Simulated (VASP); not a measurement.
An input for Quantum ESPRESSO's pw.x (written as the equivalent of a VASP run, and not itself run):

```
&CONTROL
  calculation = 'vc-relax'
  pseudo_dir = './pseudo'
  outdir = './out'
  tprnfor = .true.
  tstress = .true.
  nstep = 40
  forc_conv_thr = 0.00078
/
&SYSTEM
  ibrav = 0
  nat = 2
  ntyp = 2
  ecutwfc = 90
  occupations = 'smearing'
  smearing = 'methfessel-paxton'
  degauss = 0.00735
  input_dft = 'pbesol'
/
&ELECTRONS
  conv_thr = 7.3e-08
  electron_maxstep = 100
/
&IONS
/
&CELL
  press = 450
/
ATOMIC_SPECIES
  Al 26.982 Al.upf
  Fe 55.845 Fe.upf
CELL_PARAMETERS angstrom
     2.7304235    0.0000000    0.0000000
     0.0000000    2.7304235    0.0000000
     0.0000000    0.0000000    2.7304235
ATOMIC_POSITIONS crystal
  Al   0.5000000  0.5000000  0.5000000
  Fe   0.0000000  0.0000000  0.0000000
K_POINTS automatic
  13 13 13 0 0 0
```

Q: Translate this input to VASP (INCAR, KPOINTS, POSCAR, choice of POTCAR).

A: This is not unique; one that fits is 
**INCAR**
```
SIGMA  =  0.1   # width (eV)
LASPH  =  .True.   # aspherical one-centre terms
LCHARG  =  .False.
ENCUT  =  500   # plane-wave cut-off (eV)
NSW  =  40   # most ionic steps
PREC  =  Accurate
SYSTEM  =  FeAl
LMAXMIX  =  4   # l cut-off of mixed one-centre charges
EDIFF  =  1E-6   # SCF stop (eV)
LREAL  =  .False.
EDIFFG  =  -0.02
ISMEAR  =  1   # Methfessel-Paxton
LWAVE  =  .False.
ALGO  =  Normal
IBRION  =  2   # conjugate gradients
ISIF  =  3   # ions, shape and volume
PSTRESS  =  450   # kbar
NELM  =  100
GGA  =  PS
```

POSCAR:
```
FeAl
1.0
  2.7304235139   0.0000000000   0.0000000000
  0.0000000000   2.7304235139   0.0000000000
  0.0000000000   0.0000000000   2.7304235139
Al Fe
1 1
direct
  0.5000000000   0.5000000000   0.5000000000
  0.0000000000   0.0000000000   0.0000000000
```

KPOINTS:
```
Regular mesh
0
G
 13 13 13
```

POTCAR, in this order: Al Fe (PBE.64 set). Program: vasp_std.

What does not carry over: the potentials are each code's own (VASP's PAW set, PseudoDojo norm-conserving files in pw.x), so ENCUT and ecutwfc are chosen apart and not converted; conv_thr bounds pw.x's estimated SCF error, while EDIFF bounds the energy change between steps; forc_conv_thr acts on force components and is met together with etot_conv_thr.

The compound is FeAl in the CsCl type structure. This run relaxes it under an external pressure of 45 GPa. Symmetry was kept, so distortions that lower it aren't found.
